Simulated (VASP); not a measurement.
Method: PBE GGA, VASP's PBE PAW potentials (set 64) (plane waves; VASP).

The input files of a VASP run:

### KPOINTS
```
Automatic mesh
0
G
  14 14 14
```

INCAR:
```
SYSTEM = Nb
PREC = Accurate
ENCUT = 480
EDIFF = 1E-7
NELM = 100
ALGO = Normal
LREAL = .FALSE.
LASPH = .TRUE.
ISMEAR = 1
SIGMA = 0.1
GGA = PE
LMAXMIX = 4
LWAVE = .FALSE.
LCHARG = .FALSE.
ISIF = 3
IBRION = 2
NSW = 40
EDIFFG = -0.01
PSTRESS = 300
```

### POSCAR
```
Nb
1.0
 -1.5795860988   1.5795860988   1.5795860988
  1.5795860988  -1.5795860988   1.5795860988
  1.5795860988   1.5795860988  -1.5795860988
Nb
1
Cartesian
  0.0000000000   0.0000000000   0.0000000000
```

POTCAR, in this order: Nb_sv (PBE.64 set). Program: vasp_std.

The resulting files:

**OSZICAR**
```
       N       E                     dE             d eps       ncg     rms          rms(c)
DAV:   1     0.112402314533E+03    0.11240E+03   -0.73610E+03  2096   0.125E+03
DAV:   2    -0.517725578427E+01   -0.11758E+03   -0.11451E+03  2234   0.439E+02
DAV:   3    -0.100560483729E+02   -0.48788E+01   -0.46461E+01  3066   0.754E+01
DAV:   4    -0.102998238689E+02   -0.24378E+00   -0.24119E+00  2922   0.153E+01
DAV:   5    -0.103097028575E+02   -0.98790E-02   -0.98720E-02  3094   0.244E+00    0.883E+00
DAV:   6    -0.100313830489E+02    0.27832E+00   -0.57439E-01  3214   0.106E+01    0.335E+00
DAV:   7    -0.100048665692E+02    0.26516E-01   -0.19800E-01  3212   0.619E+00    0.932E-01
DAV:   8    -0.100119094508E+02   -0.70429E-02   -0.14297E-02  2456   0.187E+00    0.538E-02
DAV:   9    -0.100119881747E+02   -0.78724E-04   -0.12919E-03  3332   0.293E-01    0.603E-02
DAV:  10    -0.100120070253E+02   -0.18851E-04   -0.37366E-05  2574   0.871E-02    0.305E-02
DAV:  11    -0.100119934794E+02    0.13546E-04   -0.11334E-05  2396   0.676E-02    0.574E-03
DAV:  12    -0.100119935379E+02   -0.58523E-07   -0.27369E-07  2280   0.659E-03
   1 F= -.70601008E+01 E0= -.70601166E+01  d E =-.706010E+01
       N       E                     dE             d eps       ncg     rms          rms(c)
DAV:   1    -0.100068741779E+02    0.51193E-02   -0.15895E-02  2554   0.203E+00    0.199E-01
DAV:   2    -0.100063877629E+02    0.48641E-03   -0.11183E-03  3048   0.482E-01    0.532E-02
DAV:   3    -0.100063345921E+02    0.53171E-04   -0.39314E-04  3164   0.226E-01    0.334E-02
DAV:   4    -0.100063500842E+02   -0.15492E-04   -0.12421E-05  2632   0.380E-02    0.177E-02
DAV:   5    -0.100063634412E+02   -0.13357E-04   -0.33051E-05  3440   0.401E-02    0.675E-03
DAV:   6    -0.100063638807E+02   -0.43949E-06   -0.46197E-07  2142   0.932E-03    0.260E-03
DAV:   7    -0.100063640577E+02   -0.17702E-06   -0.12366E-07  1500   0.497E-03    0.224E-04
DAV:   8    -0.100063640179E+02    0.39768E-07   -0.23825E-08  1116   0.266E-03
   2 F= -.70600818E+01 E0= -.70600935E+01  d E =0.189846E-04
       N       E                     dE             d eps       ncg     rms          rms(c)
DAV:   1    -0.100105144355E+02   -0.41504E-02   -0.76259E-03  2538   0.141E+00    0.137E-01
DAV:   2    -0.100102899870E+02    0.22445E-03   -0.53793E-04  3048   0.335E-01    0.367E-02
DAV:   3    -0.100102640011E+02    0.25986E-04   -0.18852E-04  3172   0.156E-01    0.231E-02
DAV:   4    -0.100102676301E+02   -0.36290E-05   -0.58403E-06  2562   0.261E-02    0.124E-02
DAV:   5    -0.100102706270E+02   -0.29970E-05   -0.15800E-05  3428   0.279E-02    0.462E-03
DAV:   6    -0.100102701402E+02    0.48688E-06   -0.24112E-07  1926   0.646E-03    0.187E-03
DAV:   7    -0.100102699807E+02    0.15948E-06   -0.62742E-08  1224   0.377E-03    0.181E-04
DAV:   8    -0.100102700120E+02   -0.31311E-07   -0.14833E-08  1098   0.218E-03
   3 F= -.70601051E+01 E0= -.70601196E+01  d E =-.433139E-05
```

### OUTCAR
```
------------------------ aborting loop because EDIFF is reached ----------------------------------------
  FORCE on cell =-STRESS in cart. coord.  units (eV):
  Direction    XX          YY          ZZ          XY          YZ          ZX
  --------------------------------------------------------------------------------------
  Total        2.9505527      2.9505527      2.9505527      0.0000000     -0.0000000     -0.0000000
  in kB      300.0394347    300.0394347    300.0394347      0.0000000     -0.0000000     -0.0000000
  external PRESSURE =       0.0394347 kB  Pullay stress =     300.0000000 kB
  volume of cell :       15.76
      direct lattice vectors                 reciprocal lattice vectors
    -1.579277841  1.579277841  1.579277841     0.000000000  0.316600402  0.316600402
     1.579277841 -1.579277841  1.579277841     0.316600402  0.000000000  0.316600402
     1.579277841  1.579277841 -1.579277841     0.316600402  0.316600402  0.000000000
 POSITION                                       TOTAL-FORCE (eV/Angst)
 -----------------------------------------------------------------------------------
      0.00000      0.00000     -0.00000         0.000000     -0.000000     -0.000000
 -----------------------------------------------------------------------------------
    total drift:                                0.000000     -0.000000      0.000000
  FREE ENERGIE OF THE ION-ELECTRON SYSTEM (eV)
  ---------------------------------------------------
  free  energy   TOTEN  =       -10.0102700120 eV

  energy  without entropy=      -10.0103134905  energy(sigma->0) =      -10.01028450
  enthalpy is  TOTEN    =        -7.0601051299 eV   P V=        2.9501648821

 reached required accuracy - stopping structural energy minimisation
```
(Selected blocks of OUTCAR.)

File CONTCAR:
```
Nb
   1.00000000000000
    -1.5792778409785553    1.5792778409785553    1.5792778409785553
     1.5792778409785553   -1.5792778409785553    1.5792778409785553
     1.5792778409785553    1.5792778409785553   -1.5792778409785553
  Nb
     1
Direct
     0.0000000000000000    0.0000000000000000    0.0000000000000000
```

The compound is Nb in the bcc structure. This run relaxes it under an external pressure of 30 GPa. Symmetry was kept, so distortions that lower it aren't found.
